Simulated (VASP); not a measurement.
Consider the following.

```xyz
2
Lattice="0.0000 2.0774 2.0774 2.0774 0.0000 2.0774 2.0774 2.0774 0.0000" Properties=species:S:1:pos:R:3 pbc="T T T"
Ti     0.0000     0.0000     0.0000
N      2.0774     2.0774     2.0774
```

All values below come from LDA (Ceperley-Alder, Perdew-Zunger), VASP's LDA PAW potentials (set 64) (plane waves; VASP 6.6.1). Run with 620 eV cut-off, 15×15×15 Γ-centred mesh, first-order Methfessel-Paxton smearing of 0.10 eV, potentials Ti_sv N.

**Question.** The ions, cell shape and volume at an external pressure of 10.0 GPa are relaxed. Which structure does the run end with?

**Answer.** 
```xyz
2
Lattice="0.0000 2.0675 2.0675 2.0675 0.0000 2.0675 2.0675 2.0675 0.0000" Properties=species:S:1:pos:R:3 pbc="T T T"
Ti     0.0000     0.0000     0.0000
N      2.0675     2.0675     2.0675
```
Space group Fm-3m (225), at a tolerance of 0.03 Å.

**Question.** How do energy and volume change from the first to the last step?

**Answer.** The energy (σ→0) changes by +5.9 meV/atom and the volume by -1.4 %, in 3 ionic steps.

```
step  E(σ→0) (eV)  max force (eV/Å)  pressure (GPa)  volume (Å³)
----  -----------  ----------------  --------------  -----------
1        -21.6680             0.000            4.92        17.93
2        -21.6120             0.000           20.21        17.20
3        -21.6562             0.000            9.94        17.67
```

The compound is TiN in the rock salt structure. This run relaxes it under an external pressure of 10 GPa. Symmetry was kept, so distortions that lower it aren't found. The electron count is odd and the run is not spin-polarised, which forces a metal.
